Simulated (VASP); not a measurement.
## Rb4SrTe3: single point with PBE

Crystal: Rb4SrTe3.

```xyz
8
Lattice="7.4561 0.0000 0.0000 0.0000 7.4561 0.0000 0.0000 0.0000 7.4561" Properties=species:S:1:pos:R:3 pbc="T T T"
Rb    3.7281    0.0000    0.0000
Rb    3.7281    3.7281    3.7281
Rb    0.0000    0.0000    3.7281
Rb    0.0000    3.7281    0.0000
Sr    0.0000    0.0000    0.0000
Te    0.0000    3.7281    3.7281
Te    3.7281    0.0000    3.7281
Te    3.7281    3.7281    0.0000
```

The cell was built by a generator and needn't be a form met in nature.

| Item | Value |
| --- | --- |
| Program | VASP 6.6.1 |
| Task | single point |
| Functional | PBE |
| Potentials or basis | VASP PAW PBE potentials, release 64 (Rb_sv, Sr_sv, Te) |
| Cutoff | 520 eV |
| k mesh | 4 × 4 × 4 |
| Occupations | fermi-dirac, width 0.05 eV |
| Spin | no spin polarisation |

```json
{"Pressure": "0.0 GPa", "Band gap on the k mesh": "none (metal or under the smearing width)"}
```

Levels at points of the mesh, in eV from the Fermi level:
```
           k point  band 29  band 30  band 31  band 32  band 33  band 34  band 35  band 36
(0.00, 0.00, 0.00)    -0.26    -0.26     0.09     0.09     0.09     0.93     0.93     0.94
(0.50, 0.00, 0.00)    -0.46    -0.46    -0.02    -0.02    -0.02     0.98     1.08     1.52
(0.50, 0.50, 0.00)    -0.55    -0.37    -0.26    -0.13     0.15     1.35     1.45     1.52
(0.50, 0.50, 0.50)    -0.39    -0.39    -0.15    -0.15    -0.07     1.38     1.38     1.38
```

Run time: 2.7 min on 1 thread of Intel(R) Xeon(R) 6975P-C (Granite Rapids) (shared host), peak memory 0.53 GiB.

Spin-orbit coupling is left out, which matters for the levels of Te.
